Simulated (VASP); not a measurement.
A run of VASP 6.6.1 is set up as follows.

File INCAR:

```
PREC = Accurate ; ENCUT = 520
EDIFF = 1E-6 ; ISMEAR = 0
SIGMA = 0.05 ; LREAL = F
LASPH = T ; NELM = 100
ALGO = Fast ; ISIF = 2
LWAVE = F ; LCHARG = F
GGA = CA ; NBANDS = 12
```

Contents of KPOINTS:

```
regular mesh
0
Gamma
  6 6 6
```

Contents of POSCAR:

```
SbAs
1.0
    3.5171373852      0.0000000000      0.0000000000
    0.0000000000      3.5171373852      0.0000000000
    0.0000000000      0.0000000000      3.5171373852
Sb As
1 1
Direct
    0.0000000000      0.0000000000      0.0000000000
    0.5000000000      0.5000000000      0.5000000000
```

Potentials or basis: VASP PAW LDA potentials, release 64 (Sb, As).

Run with:

```sh
$ cat potpaw_LDA.64/Sb/POTCAR potpaw_LDA.64/As/POTCAR > POTCAR
$ mpirun -np 1 vasp_std > vasp.out
```

**Question.** What does it give for the band gap on the k mesh?

**Answer.** None (metal or under the smearing width).

**Question.** What does it give for the pressure?

**Answer.** 0.3 GPa.

Spin-orbit coupling is left out, which matters for the levels of Sb.
